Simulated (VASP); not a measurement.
VASP ran on this input.

### KPOINTS
```
Automatic mesh
0
Gamma
13 13 10
0 0 0
```

POSCAR:
```
FePt
1.0
  2.7279413155   0.0000000000   0.0000000000
  0.0000000000   2.7279413155   0.0000000000
  0.0000000000   0.0000000000   3.7570430167
Fe Pt
1 1
direct
  0.0000000000   0.0000000000   0.0000000000
  0.5000000000   0.5000000000   0.5000000000
```

**INCAR**
```
EDIFF  =  1E-6   # SCF stop (eV)
LORBIT  =  10
ISIF  =  3   # ions, shape and volume
LWAVE  =  .FALSE.
SIGMA  =  0.1
MAGMOM  =  2.9 0.3
PREC  =  Accurate
ENCUT  =  500
ALGO  =  Normal
ISPIN  =  2   # spin-polarised
IBRION  =  2
NSW  =  40
EDIFFG  =  -0.02   # ionic stop
LREAL  =  .FALSE.   # projection in real space or not
SYSTEM  =  FePt
LASPH  =  .TRUE.
GGA  =  PE   # PBE
LCHARG  =  .FALSE.
LMAXMIX  =  6
ISMEAR  =  1   # Methfessel-Paxton
NELM  =  100
```

POTCAR, in this order: Fe Pt (PBE.64 set). Program: vasp_std.

Translate this PBE calculation to Quantum ESPRESSO's pw.x.

One equivalent input (not run):
```
&CONTROL
  calculation = 'vc-relax'
  pseudo_dir = './pseudo'
  outdir = './out'
  tprnfor = .true.
  tstress = .true.
  nstep = 40
  forc_conv_thr = 0.00078
/
&SYSTEM
  ibrav = 0
  nat = 2
  ntyp = 2
  ecutwfc = 90
  occupations = 'smearing'
  smearing = 'methfessel-paxton'
  degauss = 0.00735
  input_dft = 'pbe'
  nspin = 2
  starting_magnetization(1) = 0.29
  starting_magnetization(2) = 0.03
/
&ELECTRONS
  conv_thr = 7.3e-08
  electron_maxstep = 100
/
&IONS
/
&CELL
/
ATOMIC_SPECIES
  Fe 55.845 Fe.upf
  Pt 195.084 Pt.upf
CELL_PARAMETERS angstrom
     2.7279413    0.0000000    0.0000000
     0.0000000    2.7279413    0.0000000
     0.0000000    0.0000000    3.7570430
ATOMIC_POSITIONS crystal
  Fe   0.0000000  0.0000000  0.0000000
  Pt   0.5000000  0.5000000  0.5000000
K_POINTS automatic
  13 13 10 0 0 0
```
The two are equivalent in intent, not identical: the potentials are each code's own (VASP's PAW set, PseudoDojo norm-conserving files in pw.x), so ENCUT and ecutwfc are chosen apart and not converted; conv_thr bounds pw.x's estimated SCF error, while EDIFF bounds the energy change between steps; starting_magnetization is a fraction of the valence charge and MAGMOM a moment in μB, so they match only roughly; forc_conv_thr acts on force components and is met together with etot_conv_thr.

The compound is FePt in the L1_0 structure. This run relaxes it. Symmetry was kept, so distortions that lower it aren't found.
